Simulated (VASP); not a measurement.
A convergence study with VASP on Na (space group Im-3m): one setting is varied, all else stays as given below, so the limit is that of these other settings.

```xyz
1
Lattice="-2.1406 2.1406 2.1406 2.1406 -2.1406 2.1406 2.1406 2.1406 -2.1406" Properties=species:S:1:pos:R:3 pbc="T T T"
Na     0.0000     0.0000     0.0000
```

Method: PBE GGA, VASP's PBE PAW potentials (set 64) (plane waves; VASP 6.6.1). The tightest run used: 720 eV cut-off, 11×11×11 Γ-centred mesh, Fermi-Dirac smearing of 0.10 eV, potentials Na_pv.

```tsv
setting	E (eV/atom)	pressure (GPa)	plane waves
ENCUT = 105	45.0608	-780.91	103
ENCUT = 120	19.8170	-439.89	135
ENCUT = 135	8.2799	-247.64	148
ENCUT = 150	3.1056	-139.74	177
ENCUT = 165	0.6799	-79.62	201
ENCUT = 180	-0.4642	-45.17	236
ENCUT = 210	-1.1670	-14.46	279
ENCUT = 240	-1.2897	-4.29	342
```

Q: These are the cheaper rows. Estimate the results at ENCUT = 720, and how far the last row shown lies from them.

A: 
```
quantity        tightest run  last row shown is off by
--------------  ------------  ------------------------
E (eV/atom)          -1.3100                    0.0203
pressure (GPa)         -0.42                     -3.88
```

Left out are rungs that failed or repeat a setting and relaxations that didn't move; long series are thinned to 24 rows.

The structure is a typed Na crystal (space group no. 229). The cell was not relaxed at this level.
